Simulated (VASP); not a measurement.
VASP ran on this input.

### KPOINTS
```
Automatic mesh
0
Gamma
6 6 5
0 0 0
```

**INCAR**
```
SYSTEM = P
PREC = Accurate
ENCUT = 400
EDIFF = 1E-6
NELM = 100
ALGO = Normal
LREAL = .FALSE.
LASPH = .TRUE.
ISMEAR = 0
SIGMA = 0.05
GGA = PE
LWAVE = .FALSE.
LCHARG = .FALSE.
ISIF = 2
LSORBIT = .TRUE.
MAGMOM = 0 0 0 0 0 0 0 0 0 0 0 0
GGA_COMPAT = .FALSE.
```

File POSCAR:
```
P
1
    1.6550000000    -5.2400000000    -0.0000000000
    1.6550000000     5.2400000000     0.0000000000
    0.0000000000     0.0000000000     4.3800000000
P
4
Direct
  0.1017000000   0.8983000000   0.9194000000
  0.3983000000   0.6017000000   0.4194000000
  0.6017000000   0.3983000000   0.5806000000
  0.8983000000   0.1017000000   0.0806000000
```

POTCAR, in this order: P (PBE.64 set). Program: vasp_std.

Output

### standard output
```
 POSCAR found type information on POSCAR P
 POSCAR found :  1 types and       4 ions
 Reading from existing POTCAR

 -----------------------------------------------------------------------------
|                                                                             |
|     EEEEEEE  RRRRRR   RRRRRR   OOOOOOO  RRRRRR      ###     ###     ###     |
|     E        R     R  R     R  O     O  R     R     ###     ###     ###     |
|     E        R     R  R     R  O     O  R     R     ###     ###     ###     |
|     EEEEE    RRRRRR   RRRRRR   O     O  RRRRRR       #       #       #      |
|     E        R   R    R   R    O     O  R   R                               |
|     E        R    R   R    R   O     O  R    R      ###     ###     ###     |
|     EEEEEEE  R     R  R     R  OOOOOOO  R     R     ###     ###     ###     |
|                                                                             |
|     ERROR: Noncollinear calculations require that VASP is compiled          |
|     without the flag -DNGXhalf and-DNGZhalf.                                |
|     You probably tried to run a noncollinear calculation                    |
|     (LNONCOLLINEAR=T) with the executable vasp_std. Use vasp_ncl            |
|     instead!                                                                |
|                                                                             |
|       ---->  I REFUSE TO CONTINUE WITH THIS SICK JOB ... BYE!!! <----       |
|                                                                             |
 -----------------------------------------------------------------------------
```

Read the log: what went wrong, and how is it fixed?

The cause: LSORBIT needs the non-collinear program vasp_ncl. VASP stops with an error: ERROR: Noncollinear calculations require that VASP is compiled without the flag -DNGXhalf and-DNGZhalf. You probably tried to run a noncollinear calculation (LNONCOLLINEAR=T) with the executable vasp_std. Use vasp_ncl instead! ----> I REFUSE TO CONTINUE WITH THIS SICK JOB ... BYE!!! <---- To mend it, run vasp_ncl.

The mended run (PBE GGA with spin-orbit coupling, plane waves, VASP's PBE PAW potentials (set 64)) converges, and its OSZICAR ends with
```
   1 F= -.21458790E+02 E0= -.21458740E+02  d E =-.991758E-04  mag=    -0.0000    -0.0000    -0.0000
```

The compound is P in the black structure. The cell was not relaxed at this level.
